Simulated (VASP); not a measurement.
A run of VASP 6.6.1 is set up as follows.

File INCAR:

```
PREC = Accurate
ENCUT = 600
EDIFF = 1E-6
ISMEAR = -1
SIGMA = 0.05
LREAL = F
LASPH = T
NELM = 60
ALGO = Normal
ISIF = 3
LWAVE = F
LCHARG = F
GGA = PE
IBRION = 2
NSW = 60
EDIFFG = -0.01
```

The input KPOINTS:

```
Automatic mesh
0
Gamma
  5 5 5
```

File POSCAR:

```
SrB3Pt
1.0
    4.5405600000      0.0000000000      0.0000000000
    0.0000000000      4.5405600000      0.0000000000
    0.0000000000      0.0000000000      4.5405600000
Sr B Pt
1 3 1
Direct
    0.0000000000      0.0000000000      0.0000000000
    0.5000000000      0.0000000000      0.0000000000
    0.0000000000      0.5000000000      0.0000000000
    0.0000000000      0.0000000000      0.5000000000
    0.5000000000      0.5000000000      0.5000000000
```

Potentials or basis: VASP PAW PBE potentials, release 64 (Sr_sv, B, Pt).

Command:

```sh
$ cat potpaw_PBE.64/Sr_sv/POTCAR potpaw_PBE.64/B/POTCAR potpaw_PBE.64/Pt/POTCAR > POTCAR
$ mpirun -np 1 vasp_std > vasp.out
```

(1) Estimate the space group after relaxing (to 0.05 Å).

(2) Predict the band gap on the k mesh.

(3) What does it give for the relaxed cell?

(4) Estimate the relaxed volume.

Answers

(1) Pm-3m (No. 221).

(2) none (metal or under the smearing width).

(3) a = 4.585 Å, b = 4.585 Å, c = 4.585 Å, α = 90.00°, β = 90.00°, γ = 90.00°.

(4) 19.28 Å³/atom.
